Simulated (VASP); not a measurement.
Consider the following.

```
CdTe
1.0
    0.00000     3.29906     3.29906
    3.29906     0.00000     3.29906
    3.29906     3.29906     0.00000
Cd Te
1 1
Cartesian
  0.00000   0.00000   0.00000
  1.64953   1.64953   1.64953
```

The numbers are results of SCAN meta-GGA, VASP's PBE PAW potentials (set 64) (plane waves; VASP), not measurements. Settings: 520 eV cut-off, 7×7×7 Γ-centred mesh, Gaussian smearing of 0.050 eV, potentials Cd Te.

### Question
Give the stress tensor in GPa (positive for a compressed cell).

### Answer

```
-1.16   0.00   0.00
 0.00  -1.16   0.00
 0.00   0.00  -1.16
```
The pressure is its mean diagonal, -1.16 GPa.

The compound is CdTe in the zinc blende structure. This cell is one point of a volume scan, at 1.03 of the reference volume.
